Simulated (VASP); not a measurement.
Input:

```yaml
crystal:
  lattice:
    - [0.00000, 2.19470, 2.19470]
    - [2.19470, 0.00000, 2.19470]
    - [2.19470, 2.19470, 0.00000]
  atoms:
    - { symbol: Al, position: [0.00000, 0.00000, 0.00000] }
    - { symbol: N, position: [0.25000, 0.25000, 0.25000] }
```

Method: optB86b-vdW, VASP's PBE PAW potentials (set 64) (plane waves; VASP). Run with 520 eV cut-off, Gaussian smearing of 0.050 eV, potentials Al N.

Problem. Give the energies of bands 2 to 5 at the high-symmetry points, in eV from the valence-band maximum.

Solution. 
```csv
band,Γ,X,U,L,W
2,0.00,-4.84,-4.21,-5.78,-3.74
3,0.00,-1.76,-3.58,-0.48,-3.38
4,0.00,-1.76,-1.36,-0.48,-2.66
5,4.14,3.34,5.17,7.30,6.04
```

The gap is indirect, 3.34 eV, from the valence maximum at Γ to the conduction minimum at X.

Measured: gap 5.34 eV (computed value off by -2.00 eV), as given by Daiki Deguchi et al., Japanese Journal of Applied Physics (2016), arXiv:1512.06930.

The compound is AlN in the zinc blende structure, a metastable form; wurtzite is the usual one. It was relaxed first.
